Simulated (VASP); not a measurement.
Mo: relaxation of cell and atoms with PBEsol

The system is Mo.

```xyz
1
Lattice="-1.5734 1.5734 1.5734 1.5734 -1.5734 1.5734 1.5734 1.5734 -1.5734" Properties=species:S:1:pos:R:3 pbc="T T T"
Mo    0.0000    0.0000    0.0000
```

| Quantity | Value |
| --- | --- |
| Program | VASP 6.6.1 |
| Task | relaxation of cell and atoms |
| Functional | PBEsol |
| Potentials or basis | VASP PAW PBE potentials, release 64 (Mo_sv) |
| Cutoff | 600 eV |
| k mesh | 16 × 16 × 16 |
| Occupations | methfessel-paxton, width 0.1 eV |
| Spin | no spin polarisation |
| Further INCAR settings | ALGO = Normal; EDIFF = 1e-06; IBRION = 2; EDIFFG = -0.01; NSW = 90; ISIF = 3 |

| Quantity | Value |
| --- | --- |
| Relaxed volume | 15.35 Å³/atom |
| Relaxed cell | a = 2.711 Å, b = 2.711 Å, c = 2.711 Å, α = 109.47°, β = 109.47°, γ = 109.47° |
| Space group after relaxing (to 0.05 Å) | Im-3m (No. 229) |
| Energy gained by relaxing | 3.2 meV/atom |
| Ionic steps | 3 |
| Pressure after relaxing | -0.1 GPa |
| Band gap on the k mesh | none (metal or under the smearing width) |

The path:
```csv
step,energy change (eV),largest force (eV/Å),pressure (GPa),volume (Å³)
1,0.0000,0.0000,-4.22,15.58
2,0.0245,0.0000,13.81,14.67
3,-0.0032,0.0000,-0.06,15.35
```

Final structure:
```
Mo
1.0
    -1.56547    1.56547    1.56547
     1.56547   -1.56547    1.56547
     1.56547    1.56547   -1.56547
Mo
1
Direct
  0.00000 0.00000 0.00000
```

Levels at points of the mesh, in eV from the Fermi level:
```csv
k point,band 4,band 5,band 6,band 7,band 8,band 9,band 10,band 11
"(0.00, 0.00, 0.00)",-34.44,-7.36,-1.41,-1.41,-1.41,1.67,1.67,14.82
"(0.50, 0.00, 0.00)",-34.46,-5.47,-3.51,1.67,1.72,2.36,4.91,11.96
"(0.50, 0.50, 0.50)",-35.47,-5.62,-5.62,4.11,4.11,4.11,9.16,9.16
```

Wall time 22 s on 1 thread of Intel(R) Xeon(R) 6975P-C (Granite Rapids) (shared host), peak memory 0.17 GiB.

Caveat: the PAW data sets were made with another functional, which shifts forces and pressure a little.
